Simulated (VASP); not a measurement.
# PmTe (P-6m2) in VASP: notebook

One crystal, PmTe, is run at these levels: LDA+U; tasks: single point.

All numbers are computed with VASP 6.6.1; they aren't measurements. Logs are shortened: lines on timing, memory, paths and dates and some standing lists are left out, and cuts for length are marked.

## (1) Starting point

Symmetry: P-6m2, No. 187, hexagonal system. Conventional cell: a = 4.181 Å, b = 4.181 Å, c = 4.081 Å, α = 90.00°, β = 90.00°, γ = 120.00°. Around Pm (site symmetry -6m2) lie 6 Te at 3.16 Å. Te (site symmetry -6m2) has 6 Pm at 3.16 Å as nearest neighbours.

The cell comes from a database or a generator and needn't be the stable form of this composition.

## (2) Single point, LDA+U, collinear spin, ferromagnetic start

INCAR

```
SYSTEM = PmTe
ALGO     = Fast           ! electronic algorithm
EDIFF    = 1E-6           ! SCF threshold, eV
ENCUT    = 520            ! plane-wave cutoff, eV
GGA      = CA             ! functional
ISIF     = 2              ! what is computed and relaxed
ISMEAR   = 0              ! smearing method
ISPIN    = 2              ! spin polarisation
LASPH    = .TRUE.         ! aspherical terms in the spheres
LCHARG   = .FALSE.        ! write CHGCAR
LDAU     = .TRUE.         ! DFT+U
LDAUJ    = 0 0          
LDAUL    = 3 -1           ! shell
LDAUPRINT= 1            
LDAUTYPE = 2            
LDAUU    = 5 0            ! U, eV
LMAXMIX  = 6              ! l up to which the mixer works
LORBIT   = 11             ! projections on sites
LREAL    = .FALSE.        ! projectors in reciprocal space
LWAVE    = .FALSE.        ! write WAVECAR
MAGMOM   = 4 0            ! initial moments
NELM     = 150            ! most SCF steps
PREC     = Accurate       ! precision mode
SIGMA    = 0.05           ! smearing width, eV
```

KPOINTS

```
k-points
0
G
  5 5 5
  0 0 0
```

POSCAR

```
PmTe
1.0
    4.1812492200      0.0000000000      0.0000000000
   -2.0906246100      3.6210680400      0.0000000000
    0.0000000000      0.0000000000      4.0806920800
Pm Te
1 1
Direct
    0.0000000000      0.0000000000      0.0000000000
    0.6666666667      0.3333333333      0.5000000000
```

Potentials or basis: VASP PAW PBE potentials, release 64 (Pm, Te).

Run with:

```sh
> cat potpaw_PBE.64/Pm/POTCAR potpaw_PBE.64/Te/POTCAR > POTCAR
> mpirun -np 1 vasp_std > vasp.out
```

OUTCAR:

```text
SYSTEM = PmTe
   EDIFF = 1E-6
   ENCUT = 520
   GGA = CA
   ISIF = 2
   ISMEAR = 0
   ISPIN = 2
   LASPH = .TRUE.
   LORBIT = 11
   LREAL = .FALSE.
   NELM = 150
   PREC = Accurate

 ion  position               nearest neighbor table
   1  0.000  0.000  0.000-   2 3.16   2 3.16   2 3.16   2 3.16   2 3.16   2 3.16
   2  0.667  0.333  0.500-   1 3.16   1 3.16   1 3.16   1 3.16   1 3.16   1 3.16

  LATTYP: Found a hexagonal cell.
 ALAT       =     4.1812492200
 C/A-ratio  =     0.9759504553

  Lattice vectors:

 A1 = (   4.1812492200,   0.0000000000,   0.0000000000)
 A2 = (  -2.0906246100,   3.6210680400,   0.0000000000)
 A3 = (   0.0000000000,   0.0000000000,   4.0806920800)

Analysis of symmetry for initial positions (statically):
=====================================================================
 Subroutine PRICEL returns:
 Original cell was already a primitive cell.

 Routine SETGRP: Setting up the symmetry group for a
 hexagonal supercell.

 Subroutine GETGRP returns: Found 12 space group operations
 (whereof 12 operations were pure point group operations)
 out of a pool of 24 trial point group operations.

The static configuration has the point symmetry D_3h.

Analysis of symmetry for dynamics (positions and initial velocities):
=====================================================================
 Subroutine PRICEL returns:
 Original cell was already a primitive cell.

 Routine SETGRP: Setting up the symmetry group for a
 hexagonal supercell.

 Subroutine GETGRP returns: Found 12 space group operations
 (whereof 12 operations were pure point group operations)
 out of a pool of 24 trial point group operations.

The dynamic configuration has the point symmetry D_3h.

Analysis of structural, dynamic, and magnetic symmetry:
=====================================================================
 Subroutine PRICEL returns:
 Original cell was already a primitive cell.

 Routine SETGRP: Setting up the symmetry group for a
 hexagonal supercell.

 Subroutine GETGRP returns: Found 12 space group operations
 (whereof 12 operations were pure point group operations)
 out of a pool of 24 trial point group operations.

The overall configuration has the point symmetry D_3h.

 Subroutine INISYM returns: Found 12 space group operations
 (whereof 12 operations are pure point group operations),
 and found     1 'primitive' translations

----------------------------------------------------------------------------------------

                                     Primitive cell

  volume of cell :      61.7841

  direct lattice vectors                    reciprocal lattice vectors
     4.181249220  0.000000000  0.000000000     0.239162974  0.138080808  0.000000000
    -2.090624610  3.621068040  0.000000000     0.000000000  0.276161616  0.000000000
     0.000000000  0.000000000  4.080692080     0.000000000  0.000000000  0.245056471

  length of vectors
     4.181249220  4.181249216  4.080692080     0.276161615  0.276161616  0.245056471

  position of ions in fractional coordinates (direct lattice)
     0.000000000  0.000000000  0.000000000
     0.666666667  0.333333333  0.500000000

  ion indices of the primitive-cell ions
   primitive index   ion index
                 1           1
                 2           2

----------------------------------------------------------------------------------------

 KPOINTS: k-points

Automatic generation of k-mesh.
 Grid dimensions read from file:
 generate k-points for:    5    5    5

 Generating k-lattice:

[... 79 lines left out ...]
   J (eV)           for each species LDAUJ =   0.0  0.0
   GGA     = CA    functional components
   LHFCALC =     F    Hartree Fock is set to
   AEXX    =    0.0000 exact exchange contribution
   IVDW    =     0    specifies the selected vdW correction
   LEPSILON=     F    determine dielectric tensor
   LRPA    =     F    only Hartree local field effects (RPA)
 spin polarized calculation
 RMM-DIIS sequential band-by-band and
 Gauss-broadening in eV      SIGMA  =   0.05
  energy-cutoff  :      520.00
  volume of cell :       61.78
 maximum number of plane-waves:      1677
 NGX is ok and might be reduce to    32
   NGX = 15   NGY = 15   NGZ = 15

atom =   1  type =  1  l = 3

 onsite density matrix

spin component  1

  0.0208 -0.0000 -0.0000 -0.0000 -0.0000  0.0000  0.0000
 -0.0000  0.9803 -0.0000 -0.0000  0.0000  0.0000 -0.0000
 -0.0000 -0.0000  0.1170 -0.0000  0.0000  0.0000 -0.0000
 -0.0000 -0.0000 -0.0000  0.9795  0.0000 -0.0000 -0.0000
 -0.0000  0.0000  0.0000  0.0000  0.1170  0.0000 -0.0000
  0.0000  0.0000  0.0000 -0.0000  0.0000  0.9803  0.0000
  0.0000 -0.0000 -0.0000 -0.0000 -0.0000  0.0000  0.9790

spin component  2

  0.0013 -0.0000 -0.0000 -0.0000 -0.0000 -0.0000  0.0000
 -0.0000  0.0039 -0.0000 -0.0000 -0.0000  0.0000  0.0000
 -0.0000 -0.0000  0.0028 -0.0000 -0.0000  0.0000  0.0000
 -0.0000 -0.0000 -0.0000  0.0018  0.0000 -0.0000 -0.0000
 -0.0000 -0.0000 -0.0000  0.0000  0.0028  0.0000 -0.0000
 -0.0000  0.0000  0.0000 -0.0000  0.0000  0.0039 -0.0000
  0.0000  0.0000  0.0000 -0.0000 -0.0000 -0.0000  0.0012

 occupancies and eigenvectors

  o =  0.0012  v =  0.0000  0.0000  0.0000  0.0000  0.0000  0.0000  0.0000  0.0000  0.0000  0.0000  0.0000 -0.0000 -0.0000 -1.0000      0.0000  0.0000  0.0000  0.0000  0.0000  0.0000  0.0000  0.0000  0.0000  0.0000  0.0000  0.0000  0.0000  0.0000
  o =  0.0013  v =  0.0000  0.0000  0.0000  0.0000  0.0000  0.0000  0.0000  1.0000  0.0000  0.0000  0.0000  0.0000  0.0000  0.0000      0.0000  0.0000  0.0000  0.0000  0.0000  0.0000  0.0000  0.0000  0.0000  0.0000  0.0000  0.0000  0.0000  0.0000
  o =  0.0018  v =  0.0000  0.0000  0.0000  0.0000  0.0000  0.0000  0.0000 -0.0000  0.0000  0.0000  1.0000 -0.0000  0.0000  0.0000      0.0000  0.0000  0.0000  0.0000  0.0000  0.0000  0.0000  0.0000  0.0000  0.0000  0.0000  0.0000  0.0000  0.0000
  o =  0.0028  v =  0.0000  0.0000  0.0000  0.0000  0.0000  0.0000  0.0000  0.0000 -0.0000 -1.0000  0.0000 -0.0000  0.0000  0.0000      0.0000  0.0000  0.0000  0.0000  0.0000  0.0000  0.0000  0.0000  0.0000  0.0000  0.0000  0.0000  0.0000  0.0000
  o =  0.0028  v =  0.0000  0.0000  0.0000  0.0000  0.0000  0.0000  0.0000  0.0000 -0.0000  0.0000 -0.0000 -1.0000  0.0000  0.0000      0.0000  0.0000  0.0000  0.0000  0.0000  0.0000  0.0000  0.0000  0.0000  0.0000  0.0000  0.0000  0.0000  0.0000
  o =  0.0039  v =  0.0000  0.0000  0.0000  0.0000  0.0000  0.0000  0.0000 -0.0000  0.0005  0.0000 -0.0000  0.0000  1.0000 -0.0000      0.0000  0.0000  0.0000  0.0000  0.0000  0.0000  0.0000  0.0000  0.0000  0.0000  0.0000  0.0000  0.0000  0.0000
  o =  0.0039  v =  0.0000  0.0000  0.0000  0.0000  0.0000  0.0000  0.0000  0.0000 -1.0000  0.0000 -0.0000  0.0000  0.0005 -0.0000      0.0000  0.0000  0.0000  0.0000  0.0000  0.0000  0.0000  0.0000  0.0000  0.0000  0.0000  0.0000  0.0000  0.0000
  o =  0.0208  v =  1.0000  0.0000  0.0000  0.0000  0.0000 -0.0000 -0.0000  0.0000  0.0000  0.0000  0.0000  0.0000  0.0000  0.0000      0.0000  0.0000  0.0000  0.0000  0.0000  0.0000  0.0000  0.0000  0.0000  0.0000  0.0000  0.0000  0.0000  0.0000
  o =  0.1170  v =  0.0000  0.0000 -1.0000 -0.0000  0.0000  0.0000 -0.0000  0.0000  0.0000  0.0000  0.0000  0.0000  0.0000  0.0000      0.0000  0.0000  0.0000  0.0000  0.0000  0.0000  0.0000  0.0000  0.0000  0.0000  0.0000  0.0000  0.0000  0.0000
  o =  0.1170  v = -0.0000  0.0000  0.0000  0.0000  1.0000  0.0000  0.0000  0.0000  0.0000  0.0000  0.0000  0.0000  0.0000  0.0000      0.0000  0.0000  0.0000  0.0000  0.0000  0.0000  0.0000  0.0000  0.0000  0.0000  0.0000  0.0000  0.0000  0.0000
  o =  0.9790  v =  0.0000  0.0000 -0.0000 -0.0000 -0.0000  0.0000  1.0000  0.0000  0.0000  0.0000  0.0000  0.0000  0.0000  0.0000      0.0000  0.0000  0.0000  0.0000  0.0000  0.0000  0.0000  0.0000  0.0000  0.0000  0.0000  0.0000  0.0000  0.0000
  o =  0.9795  v = -0.0000  0.0000  0.0000 -1.0000  0.0000 -0.0000 -0.0000  0.0000  0.0000  0.0000  0.0000  0.0000  0.0000  0.0000      0.0000  0.0000  0.0000  0.0000  0.0000  0.0000  0.0000  0.0000  0.0000  0.0000  0.0000  0.0000  0.0000  0.0000
  o =  0.9803  v = -0.0000  0.9952  0.0000  0.0000  0.0000 -0.0983 -0.0000  0.0000  0.0000  0.0000  0.0000  0.0000  0.0000  0.0000      0.0000  0.0000  0.0000  0.0000  0.0000  0.0000  0.0000  0.0000  0.0000  0.0000  0.0000  0.0000  0.0000  0.0000
  o =  0.9803  v =  0.0000  0.0983  0.0000 -0.0000 -0.0000  0.9952 -0.0000  0.0000  0.0000  0.0000  0.0000  0.0000  0.0000  0.0000      0.0000  0.0000  0.0000  0.0000  0.0000  0.0000  0.0000  0.0000  0.0000  0.0000  0.0000  0.0000  0.0000  0.0000

 number of electron      20.9999998 magnetization       4.7920004

 Free energy of the ion-electron system (eV)
  ---------------------------------------------------
  ext. energy  EPLUGINS =         0.00000000
  ---------------------------------------------------
  free energy    TOTEN  =       -13.33027933 eV

  energy without entropy =      -13.32530572  energy(sigma->0) =      -13.32779253

 E-fermi :   6.9436     XC(G=0): -10.0967

 val. band max:        6.9337518710   @ k =   0.2000   0.2000   0.0000
 cond. band min:       6.9744381766   @ k =   0.4000   0.2000   0.0000
 fundamental gap:      0.0406863056
 Fermi energy:         6.9436112536

 spin component 1

 k-point     1 :       0.0000    0.0000    0.0000
  band No.  band energies     occupation
      1     -32.5355      1.00000
      2     -12.8995      1.00000
      3     -12.8675      1.00000
      4     -12.8675      1.00000
      5      -5.2103      1.00000
      6       2.3984      1.00000
[... 261 lines left out ...]
      2     -13.0730      1.00000
      3     -13.0579      1.00000
      4     -12.9549      1.00000
      5      -4.2300      1.00000
      6       2.4503      1.00000
[... 8 lines left out ...]
     15       7.3837      0.00000
     16       7.7126      0.00000
 Fermi energy:         6.9436112536

 spin component 2

 k-point     1 :       0.0000    0.0000    0.0000
  band No.  band energies     occupation
      1     -30.6758      1.00000
      2     -11.4939      1.00000
      3     -11.4167      1.00000
      4     -11.4167      1.00000
      5      -5.1446      1.00000
      6       4.9249      1.00000
[... 262 lines left out ...]
      3     -11.6589      1.00000
      4     -11.5162      1.00000
      5      -4.1897      1.00000
      6       2.8411      1.00000
[... 8 lines left out ...]
     15      10.4060      0.00000
     16      10.5539      0.00000

------------------------ aborting loop because EDIFF is reached ----------------------------------------

  FORCE on cell =-STRESS in cart. coord.  units (eV):
  Direction    XX          YY          ZZ          XY          YZ          ZX
  --------------------------------------------------------------------------------------
  -------------------------------------------------------------------------------------
  Total       -0.1391046     -0.1391046     -0.1810415      0.0000000      0.0000000     -0.0000000
  in kB       -3.6072434     -3.6072434     -4.6947459      0.0000000      0.0000000     -0.0000000
  external PRESSURE =      -3.9697443 kB  Pullay stress =       0.0000000 kB

 VOLUME and BASIS-vectors are now :
 -----------------------------------------------------------------------------
  energy-cutoff  :      520.00
  volume of cell :       61.78
      direct lattice vectors                 reciprocal lattice vectors
     4.181249220  0.000000000  0.000000000     0.239162974  0.138080808  0.000000000
    -2.090624610  3.621068040  0.000000000     0.000000000  0.276161616  0.000000000
     0.000000000  0.000000000  4.080692080     0.000000000  0.000000000  0.245056471

 POSITION                                       TOTAL-FORCE (eV/Angst)
 -----------------------------------------------------------------------------------
      0.00000      0.00000      0.00000        -0.000000      0.000000      0.000000
      2.09062      1.20702      2.04035         0.000000      0.000000      0.000000
 -----------------------------------------------------------------------------------
    total drift:                               -0.000000      0.000000      0.000000

  FREE ENERGIE OF THE ION-ELECTRON SYSTEM (eV)
  ---------------------------------------------------
  free  energy   TOTEN  =       -13.3302793335 eV

  energy  without entropy=      -13.3253057170  energy(sigma->0) =      -13.32779253

 total charge

# of ion       s       p       d       f       tot
--------------------------------------------------
    1        1.994   5.546   0.569   4.188  12.297
    2        1.349   2.130   0.028   0.000   3.507
--------------------------------------------------
tot          3.342   7.676   0.597   4.188  15.804

 magnetization (x)

# of ion       s       p       d       f       tot
--------------------------------------------------
    1       -0.004   0.016   0.181   4.153   4.346
    2       -0.005  -0.045   0.012   0.000  -0.038
--------------------------------------------------
tot         -0.009  -0.029   0.192   4.153   4.307
```

Wall time 51 s (1 thread of Intel Xeon 6975P-C (Granite Rapids), shared host); peak memory 0.19 GiB.

Results:

```
Free energy                                           : -13.3303 eV
Pressure                                              : -0.4 GPa
Band gap on the k mesh                                : none (metal or under the smearing width)
Net moment                                            : 4.79 μB per cell
Site moments                                          : Pm +4.35; Te -0.04 μB
Valence electrons inside the program's atomic spheres : Pm 12.30; Te 3.51
```

Levels at points of the mesh, in eV from the Fermi level:
Spin up:
```
           k point  band 9  band 10  band 11  band 12  band 13  band 14  band 15  band 16
(0.00, 0.00, 0.00)   -4.21    -2.25    -2.25    -1.43    -1.19     0.12     0.12     0.37
```
Spin down:
```csv
k point,band 4,band 5,band 6,band 7,band 8,band 9,band 10,band 11,band 12,band 13
"(0.00, 0.00, 0.00)",-18.36,-12.09,-2.02,-2.02,-1.51,-0.65,1.75,2.66,2.66,3.25
```

Eigenvalues of the final occupation matrices:
```csv
site,spin,trace,eigenvalues
site 1 f,1,4.17,0.02 0.12 0.12 0.98 0.98 0.98 0.98
site 1 f,2,0.02,0.00 0.00 0.00 0.00 0.00 0.00 0.00
```

Caveat: the magnetic or orbital state may not be the lowest; the PAW data sets were made with another functional, which shifts forces and pressure a little; spin-orbit coupling is left out, which moves the levels of the heavy elements; the U is typed as a test and isn't derived for this compound. The state reached can hang on the start; a lower one may exist.

[end of part 1 of 2]
